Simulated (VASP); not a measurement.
Set up this calculation in VASP 6.6.1, as the native input.

| Item | Value |
| --- | --- |
| Task | relaxation of cell and atoms |
| Functional | r2SCAN |
| Dispersion | rVV10 |
| Potentials or basis | VASP PAW PBE potentials, release 64 (Ba_sv) |
| Cutoff | 600 eV |
| k mesh | 12 × 12 × 12 |
| Occupations | gaussian, width 0.1 eV |
| Spin | no spin polarisation |
| Further INCAR settings | ALGO = Normal; EDIFF = 1e-07; IBRION = 2; EDIFFG = -0.005; NSW = 90; ISIF = 3 |

The structure of Ba lies in POSCAR:

```
Ba
1.0
   -2.5125000000      2.5125000000      2.5125000000
    2.5125000000     -2.5125000000      2.5125000000
    2.5125000000      2.5125000000     -2.5125000000
Ba
1
Direct
    0.0000000000      0.0000000000      0.0000000000
```

The input as run:

INCAR

```
  ALGO = Normal
  BPARAM = 11.95
  CPARAM = 0.0093
  EDIFF = 1E-7
  EDIFFG = -0.005
  ENCUT = 600
  IBRION = 2
  ISIF = 3
  ISMEAR = 0
  IVDW_NL = 2
  LASPH = T
  LCHARG = F
  LMIXTAU = T
  LREAL = F
  LUSE_VDW = T
  LWAVE = F
  METAGGA = R2SCAN
  NELM = 60
  NSW = 90
  PREC = Accurate
  SIGMA = 0.1
```

KPOINTS

```
k-points
0
Gamma
  12 12 12
```

Potentials or basis: VASP PAW PBE potentials, release 64 (Ba_sv).

Launch:

```bash
$ cat potpaw_PBE.64/Ba_sv/POTCAR > POTCAR
$ mpirun -np 1 vasp_std > vasp.out
```

Results of the run:

```json
{
 "Relaxed volume": "63.70 Å³/atom",
 "Relaxed cell": "a = 4.358 Å, b = 4.358 Å, c = 4.358 Å, α = 109.47°, β = 109.47°, γ = 109.47°",
 "Space group after relaxing (to 0.05 Å)": "Im-3m (No. 229)",
 "Energy gained by relaxing": "0.0 meV/atom",
 "Ionic steps": "3",
 "Pressure after relaxing": "0.0 GPa",
 "Band gap on the k mesh": "none (metal or under the smearing width)"
}
```

Caveat: the PAW data sets were made with another functional, which shifts forces and pressure a little.

Run time: 8 min on 1 thread of Intel(R) Xeon(R) Platinum 8488C (Sapphire Rapids), on a shared host, peak memory 0.41 GiB.
